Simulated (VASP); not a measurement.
SnO (litharge) relaxed at rising pressure, in one space group throughout; other phases were not tried. The pressures are those reached. Method: LDA (Ceperley-Alder, Perdew-Zunger), VASP's LDA PAW potentials (set 64) (plane waves; VASP 6.6.1).

```tsv
P (GPa)	V (Å³/atom)	k-mesh
-0.17	16.487	8×8×7
5.06	15.068	8×8×7
10.01	14.251	8×8×7
20.00	13.197	9×9×8
29.98	12.485	9×9×8
```

A change of mesh leaves a small step in the series.

Question: Fit an equation of state and predict the volume at 44.96 GPa.

Answer: Least squares on the third-order Birch-Murnaghan form, P = (3B0/2)(y⁷ − y⁵)[1 + (3/4)(B′ − 4)(y² − 1)] with y = (V0/V)^(1/3), gives V0 = 16.421 Å³/atom, B0 = 44 GPa and B′ = 7.0, and so 11.732 Å³/atom. The run gave 11.728 Å³/atom, -0.0 % from the fit.

Pressures at which the relaxation failed are left out.

The compound is SnO in the litharge structure.
